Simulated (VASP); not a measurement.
Data:

```
ZrO2
1.0
    1.80057     1.03956     2.94044
   -1.80057     1.03956     2.94044
    0.00000    -2.07912     2.94044
Zr O
1 2
Cartesian
  0.00000   0.00000   0.00000
  0.00000   0.00000   2.20487
  0.00000   0.00000   6.61643
```

The numbers are results of r2SCAN meta-GGA, VASP's PBE PAW potentials (set 64) (plane waves; VASP), not measurements. Settings: 520 eV cut-off, 8×8×8 Γ-centred mesh, tetrahedra with Blöchl corrections, potentials Zr_sv O.

Q: Give the energies of bands 7 to 15 at the high-symmetry points, in eV from the valence-band maximum.

A: 
```tsv
band	Γ	T	H2	L	S0	F
7	-5.31	-4.26	-4.76	-4.26	-5.13	-5.97
8	-5.31	-4.26	-4.53	-4.26	-3.74	-3.22
9	-5.31	-2.58	-2.78	-2.59	-3.06	-3.22
10	-0.55	-2.50	-2.33	-2.50	-2.55	-1.52
11	-0.55	-1.68	-1.20	-1.68	-1.12	-1.52
12	-0.55	-1.68	-0.51	-1.67	-0.56	0.00
13	3.87	4.48	4.77	4.48	4.45	4.27
14	3.87	4.48	5.05	4.48	5.24	5.24
15	7.16	6.60	6.78	6.60	6.89	6.37
```

The gap is indirect, 3.87 eV, from the valence maximum at F to the conduction minimum at Γ.

The structure was generated: ZrO2 was put into the CdCl2 type (R-3m), which need not be its known phase. It was relaxed first, which changed the volume by -15 %. The relaxed cell has space group Fm-3m.
